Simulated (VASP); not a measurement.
Data:

```xyz
2
Lattice="0.0000 2.6481 2.6481 2.6481 0.0000 2.6481 2.6481 2.6481 0.0000" Properties=species:S:1:pos:R:3 pbc="T T T"
Y      2.6481     2.6481     5.2961
B      2.6481     2.6481     2.6481
```

Level of theory: PBEsol GGA, VASP's PBE PAW potentials (set 64) (plane waves; VASP 6.6.1). Settings: 520 eV cut-off, Gaussian smearing of 0.050 eV, potentials Y_sv B.

Task: Give the energies of bands 5 to 10 at the high-symmetry points, in eV from the Fermi level.

Result: 
| band | Γ | X | U | L | W |
|---|---|---|---|---|---|
| 5 | -7.34 | -5.62 | -5.13 | -4.33 | -5.06 |
| 6 | 2.68 | -0.64 | -1.06 | -3.01 | -0.59 |
| 7 | 2.68 | 0.27 | -0.66 | -0.46 | -0.59 |
| 8 | 2.68 | 1.64 | 0.50 | -0.46 | -0.49 |
| 9 | 2.72 | 1.64 | 2.93 | 5.60 | 4.53 |
| 10 | 2.72 | 5.44 | 5.87 | 5.60 | 4.53 |

It has no gap at this level: it comes out as a metal or semimetal.

The structure was generated: YB was put into the rock salt type (Fm-3m), which need not be its known phase. It was relaxed first, which changed the volume by -28 %.
